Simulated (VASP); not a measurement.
# LaBe (Pm-3m) in VASP: notebook, part 2 of 2

VASP 6.6.1.

**3. Relaxation of cell and atoms, PBE, target pressure 30 GPa, at which the enthalpy is minimised**

INCAR reads:

```
SYSTEM = LaBe
PREC = Accurate
ENCUT = 600
EDIFF = 1E-7
ISMEAR = -1
SIGMA = 0.05
LREAL = .FALSE.
LASPH = .TRUE.
NELM = 80
ALGO = Normal
ISIF = 3
LWAVE = .FALSE.
LCHARG = .FALSE.
GGA = PE
IBRION = 2
NSW = 60
EDIFFG = -0.01
PSTRESS = 300
```

KPOINTS reads:

```
Automatic mesh
0
G
  7 7 7
  0 0 0
```

POSCAR reads:

```
LaBe
1.0
    3.5986300000      0.0000000000      0.0000000000
    0.0000000000      3.5986300000      0.0000000000
    0.0000000000      0.0000000000      3.5986300000
La Be
1 1
Direct
    0.0000000000      0.0000000000      0.0000000000
    0.5000000000      0.5000000000      0.5000000000
```

Potentials or basis: VASP PAW PBE potentials, release 64 (La, Be).

Run with:

```console
cat potpaw_PBE.64/La/POTCAR potpaw_PBE.64/Be/POTCAR > POTCAR
mpirun -np 1 vasp_std > vasp.out
```

Wall time 2.9 min (1 thread of AMD EPYC 7R43 (Zen 3), shared host); peak memory 0.17 GiB.

It converged, with:

```yaml
Free_energy: -7.1547 eV
Relaxed_volume: 16.34 Å³/atom
Relaxed_cell: a = 3.197 Å, b = 3.197 Å, c = 3.197 Å, α = 90.00°, β = 90.00°, γ = 90.00°
Space_group_after_relaxing_to_0.05_Å: Pm-3m (No. 221)
Energy_change_on_relaxing_the_enthalpy_is_what_falls: +510.7 meV/atom
Ionic_steps: 7
Pressure_after_relaxing: 30.0 GPa
Band_gap_on_the_k_mesh: none (metal or under the smearing width)
```

The path:
```csv
step,energy change (eV),largest force (eV/Å),pressure (GPa),volume (Å³)
1,0.0000,0.0000,0.20,46.60
2,4.6501,0.0000,107.83,23.06
3,0.8943,0.0000,27.17,33.39
4,0.9967,0.0000,29.44,32.81
5,1.0422,0.0000,30.44,32.57
6,1.0060,0.0000,29.65,32.76
7,1.0214,0.0000,29.99,32.68
```

Final structure:
```
La Be
1.0
     3.19717    0.00000    0.00000
     0.00000    3.19717    0.00000
     0.00000    0.00000    3.19717
La Be
1 1
Cartesian
  0.0000 0.0000 0.0000
  1.5986 1.5986 1.5986
```

Levels at points of the mesh, in eV from the Fermi level:
```
           k point  band 3  band 4  band 5  band 6  band 7  band 8  band 9  band 10
(0.00, 0.00, 0.00)  -14.58  -14.58   -4.94   -1.12   -1.12    2.89    2.89     2.89
```

Caveat: the cell is relaxed towards a set pressure, so the enthalpy falls and the energy may rise; the volume moved by over 15 % at a fixed basis, so the end points are rough.

**4. Relaxation of cell and atoms, PBE**

INCAR reads:

```
SYSTEM = LaBe
PREC = Accurate
ENCUT = 600
EDIFF = 1E-6
ISMEAR = 1
SIGMA = 0.2
LREAL = .False.
LASPH = .True.
NELM = 60
ALGO = Normal
ISIF = 3
LWAVE = .False.
LCHARG = .False.
GGA = PE
IBRION = 2
NSW = 40
EDIFFG = -0.01
```

KPOINTS reads:

```
Automatic mesh
0
Gamma
  7 7 7
  0 0 0
```

POSCAR is that of step 3.

Potentials or basis: VASP PAW PBE potentials, release 64 (La, Be).

Run with:

```console
cat potpaw_PBE.64/La/POTCAR potpaw_PBE.64/Be/POTCAR > POTCAR
mpirun -np 1 vasp_std > vasp.out
```

OUTCAR:

```text
SYSTEM = LaBe
   PREC = Accurate
   ENCUT = 600
   EDIFF = 1E-6
   ISMEAR = 1
   LREAL = .False.
   LASPH = .True.
   NELM = 60
   ISIF = 3
   GGA = PE
   IBRION = 2
   NSW = 40
   EDIFFG = -0.01

 ion  position               nearest neighbor table
   1  0.000  0.000  0.000-
   2  0.500  0.500  0.500-

  LATTYP: Found a simple cubic cell.
 ALAT       =     3.5986300000

  Lattice vectors:

 A1 = (   3.5986300000,   0.0000000000,   0.0000000000)
 A2 = (   0.0000000000,   3.5986300000,   0.0000000000)
 A3 = (   0.0000000000,   0.0000000000,   3.5986300000)

Analysis of symmetry for initial positions (statically):
=====================================================================
 Subroutine PRICEL returns:
 Original cell was already a primitive cell.

 Routine SETGRP: Setting up the symmetry group for a
 simple cubic supercell.

 Subroutine GETGRP returns: Found 48 space group operations
 (whereof 48 operations were pure point group operations)
[... 213 lines left out ...]
 fundamental gap:      0.0228203253
 Fermi energy:         6.9848183779

 k-point     1 :       0.0000    0.0000    0.0000
  band No.  band energies     occupation
      1     -25.4774      2.00000
      2      -8.7230      2.00000
      3      -8.7230      2.00000
      4      -8.7230      2.00000
      5       1.9651      2.00000
      6       6.5138      2.00431
      7       6.5138      2.00431
      8       8.9961     -0.00000
      9       8.9961     -0.00000
     10       8.9961     -0.00000
[... 235 lines left out ...]
 k-point    20 :       0.4286    0.4286    0.4286
  band No.  band energies     occupation
      1     -25.1865      2.00000
      2      -9.4465      2.00000
      3      -9.4348      2.00000
      4      -9.4348      2.00000
      5       4.5599      2.00000
      6       4.9346      2.00000
      7       4.9346      2.00000
      8       7.1886     -0.05399
      9       9.3456     -0.00000
     10       9.3487     -0.00000

------------------------ aborting loop because EDIFF is reached ----------------------------------------

  FORCE on cell =-STRESS in cart. coord.  units (eV):
  Direction    XX          YY          ZZ          XY          YZ          ZX
  --------------------------------------------------------------------------------------
  -------------------------------------------------------------------------------------
  Total        0.0045318      0.0045318      0.0045318      0.0000000     -0.0000000      0.0000000
  in kB        0.1552290      0.1552290      0.1552290      0.0000000     -0.0000000      0.0000000
  external PRESSURE =       0.1552290 kB  Pullay stress =       0.0000000 kB

 VOLUME and BASIS-vectors are now :
 -----------------------------------------------------------------------------
  energy-cutoff  :      600.00
  volume of cell :       46.77
      direct lattice vectors                 reciprocal lattice vectors
     3.603055147 -0.000000000  0.000000000     0.277542241  0.000000000  0.000000000
    -0.000000000  3.603055147  0.000000000     0.000000000  0.277542241  0.000000000
    -0.000000000 -0.000000000  3.603055147    -0.000000000 -0.000000000  0.277542241

 POSITION                                       TOTAL-FORCE (eV/Angst)
 -----------------------------------------------------------------------------------
      0.00000      0.00000      0.00000        -0.000000     -0.000000      0.000000
      1.80153      1.80153      1.80153         0.000000      0.000000      0.000000
 -----------------------------------------------------------------------------------
    total drift:                                0.000000     -0.000000     -0.000000

  FREE ENERGIE OF THE ION-ELECTRON SYSTEM (eV)
  ---------------------------------------------------
  free  energy   TOTEN  =        -8.1683018742 eV

  energy  without entropy=       -8.1670413665  energy(sigma->0) =       -8.16788170

 reached required accuracy - stopping structural energy minimisation
```

It took 15 s on 1 thread of Intel Xeon 6975P-C (Granite Rapids), shared host; peak memory 0.18 GiB.

What came out:

- Free energy: -8.1683 eV
- Relaxed volume: 23.39 Å³/atom
- Relaxed cell: a = 3.603 Å, b = 3.603 Å, c = 3.603 Å, α = 90.00°, β = 90.00°, γ = 90.00°
- Space group after relaxing (to 0.05 Å): Pm-3m (No. 221)
- Energy gained by relaxing: 0.1 meV/atom
- Ionic steps: 2
- Pressure after relaxing: 0.0 GPa
- Band gap on the k mesh: none (metal or under the smearing width)

The path:
```csv
step,energy change (eV),largest force (eV/Å),pressure (GPa),volume (Å³)
1,0.0000,0.0000,0.18,46.60
2,-0.0001,0.0000,0.02,46.77
```

Final structure:
```yaml
crystal:
  lattice:
    - [3.60306, 0.00000, 0.00000]
    - [0.00000, 3.60306, 0.00000]
    - [0.00000, 0.00000, 3.60306]
  atoms:
    - { symbol: La, position: [0.00000, 0.00000, 0.00000] }
    - { symbol: Be, position: [0.50000, 0.50000, 0.50000] }
```

Levels at points of the mesh, in eV from the Fermi level:
| k point | band 4 | band 5 | band 6 | band 7 | band 8 | band 9 |
| --- | --- | --- | --- | --- | --- | --- |
| (0.00, 0.00, 0.00) | -15.71 | -5.02 | -0.47 | -0.47 | 2.01 | 2.01 |

**5. For comparison**

An earlier run on the cell as given: functional PBE; potentials or basis VASP PAW PBE potentials, release 64 (La, Be); cutoff 520 eV; k mesh 7 × 7 × 7; occupations fermi-dirac, width 0.05 eV; no spin polarisation.

* Pressure: 0.2 GPa
* Band gap on the k mesh: none (metal or under the smearing width)

**6. Summary**

| task | cell | cutoff (eV) | smearing | target pressure | gap on the mesh (eV) | pressure (GPa) |
| --- | --- | --- | --- | --- | --- | --- |
| relaxation of cell and atoms | relaxed to 20 GPa | 600 | fermi-dirac 0.05 eV | 20 GPa | none | 20.0 |
| relaxation of cell and atoms | relaxed to 30 GPa | 600 | fermi-dirac 0.05 eV | 30 GPa | none | 30.0 |
| relaxation of cell and atoms | relaxed | 600 | methfessel-paxton 0.2 eV | - | none | 0.0 |
| single point | as given | 520 | fermi-dirac 0.05 eV | - | none | 0.2 |

Alike in all rows: level PBE; potentials or basis VASP PAW PBE potentials, release 64 (La, Be); no spin polarisation; k mesh 7 × 7 × 7.

Caveats: the cell is relaxed towards a set pressure, so the enthalpy falls and the energy may rise (some runs); the volume moved by over 15 % at a fixed basis, so the end points are rough (some runs).

Total energies depend on the potentials used, so only differences within one code and one set of settings carry meaning.
